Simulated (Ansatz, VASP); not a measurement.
# Se (trigonal (grey) selenium): VASP beside Ansatz, part 2 of 2

Aim: how closely do two programs agree when they are given the same cell, functional and k mesh? The cell is taken from a series of runs on this material, whose earlier steps may have relaxed, scaled, displaced or heated it; both programs get it as it stands.

VASP 6.6.1 and Ansatz 0.2.0.

So far. Step 2 (Ansatz: single point, HSE06): The run ends at a pressure of 0.70 GPa, with forces up to 0.55 eV/Å.

**3. VASP: single point, HSE06 (continued)**

Level of this step: HSE06; plane waves and PAW (Se) (VASP).

Numbers of over 12 decimals in the logs are rounded to 6 here.

OUTCAR, selected parts (step 3):

```text
ion  position               nearest neighbor table
   1  0.249  0.000  0.333-   3 2.44   2 2.44
   2  0.000  0.249  0.667-   3 2.44   1 2.44
   3  0.751  0.751  0.000-   1 2.44   2 2.44

  LATTYP: Found a hexagonal cell.
 ALAT       =     4.0363336452
 C/A-ratio  =     1.2692957793

 Subroutine GETGRP returns: Found  6 space group operations
 (whereof  2 operations were pure point group operations)

The static configuration has the point symmetry C_2 .
 The point group associated with its full space group is D_3 .

 Found     17 irreducible k-points:

   k-points           NKPTS =     17   k-points in BZ     NKDIM =    100   number of bands    NBANDS=     15

   dimension x,y,z NGX =    28 NGY =   28 NGZ =   36
   dimension x,y,z NGXF=    56 NGYF=   56 NGZF=   72

   ENCUT  =  400.0 eV  29.40 Ry    5.42 a.u.   6.58  6.58  8.35*2*pi/ulx,y,z

   NELECT =      18.0000    total number of electrons

 k-points in reciprocal lattice and weights: Automatic mesh
   0.00000000  0.00000000  0.00000000       0.010
   0.20000000  0.00000000  0.00000000       0.060
   0.40000000  0.00000000  0.00000000       0.060
   0.20000000  0.20000000  0.00000000       0.060
   0.40000000  0.20000000  0.00000000       0.060
   0.00000000  0.00000000  0.25000000       0.020
   0.20000000  0.00000000  0.25000000       0.060
   0.00000000  0.20000000  0.25000000       0.060
   0.40000000  0.00000000  0.25000000       0.060
[...]
0.20000000  0.20000000  0.50000000       0.060
   0.40000000  0.20000000  0.50000000       0.060

  exchange ACFDT corr.  =         0.00000000  see jH, gK, PRB 81, 115126

 average (electrostatic) potential at core
       1 -51.6444       2 -51.6444       3 -51.6444

 E-fermi :   3.7537

 k-point     1 :       0.0000    0.0000    0.0000
  band No.  band energies     occupation
    ...
      5      -0.2399      2.00000
      6      -0.2399      2.00000
      7       1.2262      2.00000
      8       1.2262      2.00000
      9       2.6702      2.00000
     10       5.5943      0.00000
     11       5.5943      0.00000
     12       6.2615      0.00000
     13      10.5925      0.00000
     14      10.5925      0.00000
    ...

 k-point     2 :       0.2000    0.0000    0.0000
  band No.  band energies     occupation
    ...
      5      -1.1360      2.00000
      6      -0.5945      2.00000
      7       1.5839      2.00000
      8       2.0335      2.00000
      9       2.4068      2.00000
     10       5.4909      0.00000
     11       5.6164      0.00000
     12       6.4059      0.00000
     13       9.9143      0.00000
     14      10.6708      0.00000
    ...

 k-point     3 :       0.4000    0.0000    0.0000
  band No.  band energies     occupation
    ...
      5      -1.9166      2.00000
      6      -0.9955      2.00000
      7       0.0119      2.00000
      8       1.8245      2.00000
      9       2.2860      2.00000
     10       5.5498      0.00000
     11       5.8213      0.00000
     12       8.2074      0.00000
     13       8.6976      0.00000
     14      12.3168      0.00000
    ...

  Total        0.5604234      0.5604234     -0.4886660      0.0000000      0.0000000     -0.0000000
  in kB       12.4214464     12.4214464    -10.8309873      0.0000000      0.0000000     -0.0000000
  external PRESSURE =       4.6706351 kB  Pullay stress =       0.0000000 kB

  energy-cutoff  :      400.00
  volume of cell :       72.29
      direct lattice vectors                 reciprocal lattice vectors
     4.036333645  0.000000000  0.000000000     0.247749589  0.143038292 -0.000000000
    -2.018166823  3.495567475  0.000000000     0.000000000  0.286076583  0.000000000
     0.000000000  0.000000000  5.123301260     0.000000000 -0.000000000  0.195186648

 POSITION                                       TOTAL-FORCE (eV/Angst)
 -----------------------------------------------------------------------------------
      1.00407      0.00000      1.70777        -0.572601     -0.000000      0.000000
     -0.50203      0.86955      3.41553         0.286301     -0.495887      0.000000
      1.51613      2.62602      0.00000         0.286301      0.495887      0.000000
 -----------------------------------------------------------------------------------
    total drift:                                0.000000      0.000001     -0.000000

  FREE ENERGIE OF THE ION-ELECTRON SYSTEM (eV)
  ---------------------------------------------------
  free  energy   TOTEN  =       -13.0474509254 eV

  energy  without entropy=      -13.0474509254  energy(sigma->0) =      -13.04745093

 total charge
# of ion       s       p       d       tot
------------------------------------------
    1        1.537   2.169   0.058   3.763
    2        1.537   2.169   0.058   3.763
    3        1.537   2.169   0.058   3.763
--------------------------------------------------
tot          4.610   6.507   0.173  11.289

[... 3 further parts left out ...]
```

The run ends at a pressure of 0.47 GPa, with forces up to 0.57 eV/Å.

**4. Side by side**

Known differences besides the potentials themselves: exact exchange at q = 0 is treated differently, which shows on coarse meshes; VASP keeps PBE cores, Ansatz makes them for the functional; the data sets hold 48 valence electrons in Ansatz (on its PAW soft_1 files) and 18 in VASP; the cutoff is 420 eV in Ansatz and 400 eV in VASP; VASP takes a coarser grid for exact exchange (PRECFOCK = Fast). Total energies have different zeros and are not compared.

The two programs side by side:

| quantity | Ansatz | VASP | difference |
| --- | --- | --- | --- |
| pressure (GPa) | 0.70 | 0.47 | +0.23 |
| gap on the k mesh (eV) | 1.496 | 1.500 | -0.004 |

Forces (eV/Å; atoms numbered as in POSCAR):

| atom | Ansatz x, y, z | VASP x, y, z |
| --- | --- | --- |
| Se1 | -0.547, 0.000, 0.000 | -0.573, 0.000, 0.000 |
| Se2 | 0.273, -0.474, 0.000 | 0.286, -0.496, 0.000 |
| Se3 | 0.273, 0.474, 0.000 | 0.286, 0.496, 0.000 |

The forces differ by 15 meV/Å r.m.s., which is 4.5 % of the r.m.s. force of 0.331 eV/Å (both taken over all components). A gap on the mesh is an upper bound, since the band edges may lie between its points.

**5. Results**

| Quantity | Value |
| --- | --- |
| r.m.s. force difference (single point, HSE06) | 4.5 % of the r.m.s. force |

In words: The r.m.s. force difference is 4.5 % of the r.m.s. force (single point, HSE06), beyond the 3 % picked in this series as the mark of a large difference. The data sets hold unlike numbers of valence electrons (48 in Ansatz and 18 in VASP), so part of the differences comes from the potentials. What causes the difference of the single point, HSE06 pair stays open here. How closely two codes agree says nothing of how well the functional describes the real material.

[Lines on the potential files, build, host, timing and source positions are cut from VASP's logs without a mark.]

[Logs are printed without paths, hosts, clocks, repeated set-up lines and the standing remarks that a program may print on its own settings, such as how far it seeks lower states.]

[Hosts, paths, dates, database ids (printed as entryN), source tags and the programs' standing remarks are cut or masked in the printed files.]
